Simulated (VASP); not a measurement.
Calculation: PBE GGA, VASP's PBE PAW potentials (set 64) (plane waves; VASP 6.6.1).

A VASP calculation is set up with these files.

POSCAR:
```
Ir2Pt
4.6463820
 -0.3537642837   0.3537642837   0.8658532596
  0.3537642837  -0.3537642837   0.8658532596
  0.3537642837   0.3537642837  -0.8658532596
Pt Ir
1 2
direct
  0.0000000000   0.0000000000   0.0000000000
  0.3353000000   0.3353000000   0.0000000000
  0.6647000000   0.6647000000   0.0000000000
```

### INCAR
```
SYSTEM = Ir2Pt
PREC = Accurate
ENCUT = 300
EDIFF = 1E-6
NELM = 100
ALGO = Normal
LREAL = .FALSE.
LASPH = .TRUE.
ISMEAR = 0
SIGMA = 0.1
GGA = PE
LMAXMIX = 6
LWAVE = .FALSE.
LCHARG = .FALSE.
ISIF = 2
```

File KPOINTS:
```
kpoints
0
G
9 9 9
```

File KPOINTS_OPT:
```
k-points along high-symmetry lines
6
Line-mode
Reciprocal
  0.000000   0.000000   0.000000 ! GAMMA
  0.000000   0.000000   0.500000 ! X

  0.000000   0.000000   0.500000 ! X
  0.250000   0.250000   0.250000 ! P

  0.250000   0.250000   0.250000 ! P
  0.000000   0.500000   0.000000 ! N

  0.000000   0.500000   0.000000 ! N
  0.000000   0.000000   0.000000 ! GAMMA

  0.000000   0.000000   0.000000 ! GAMMA
  0.500000   0.500000  -0.500000 ! M

  0.500000   0.500000  -0.500000 ! M
  0.291733   0.708267  -0.291733 ! S

 -0.291733   0.291733   0.291733 ! S_0
  0.000000   0.000000   0.000000 ! GAMMA

  0.000000   0.000000   0.500000 ! X
 -0.083466   0.083466   0.500000 ! R

  0.500000   0.500000  -0.083466 ! G
  0.500000   0.500000  -0.500000 ! M
```

POTCAR, in this order: Pt Ir (PBE.64 set). Program: vasp_std.

At this cut-off the stress carries a Pulay error, which pulls relaxed volumes low. Unless said otherwise, spin-orbit coupling is left out, though it shifts the bands of the heavy elements here.

Question: What does the run give for the energy per atom (σ→0), pressure, largest force, band gap (over mesh and band path)?

Answer: 
* **energy per atom (σ→0)**: -7.669 eV/atom
* **band gap (over mesh and band path)**: none (metal, semimetal or under 0.01 eV)
* **pressure**: 14.46 GPa
* **largest force**: 0.718 eV/Å

**OSZICAR**
```
...
DAV:   8    -0.230232899071E+02    0.50851E-01   -0.33158E-01  3650   0.666E+00    0.241E+00
DAV:   9    -0.230135060100E+02    0.97839E-02   -0.33324E-02  2748   0.175E+00    0.746E-01
DAV:  10    -0.230128537761E+02    0.65223E-03   -0.16644E-03  3368   0.416E-01    0.587E-02
DAV:  11    -0.230128637878E+02   -0.10012E-04   -0.35960E-05  2910   0.536E-02    0.130E-02
DAV:  12    -0.230128649354E+02   -0.11475E-05   -0.27760E-06  2016   0.172E-02    0.507E-03
DAV:  13    -0.230128654655E+02   -0.53017E-06   -0.36994E-07  1430   0.714E-03
   1 F= -.23012865E+02 E0= -.23006682E+02  d E =-.123665E-01
       N       E                     dE             ncg
```

The structure was generated: Ir2Pt was put into an ordered model structure, which need not be its known phase. The cell was not relaxed at this level. The k-mesh is coarse (spacing up to 0.30 per Å, 2π included), so the numbers may not be converged in it.
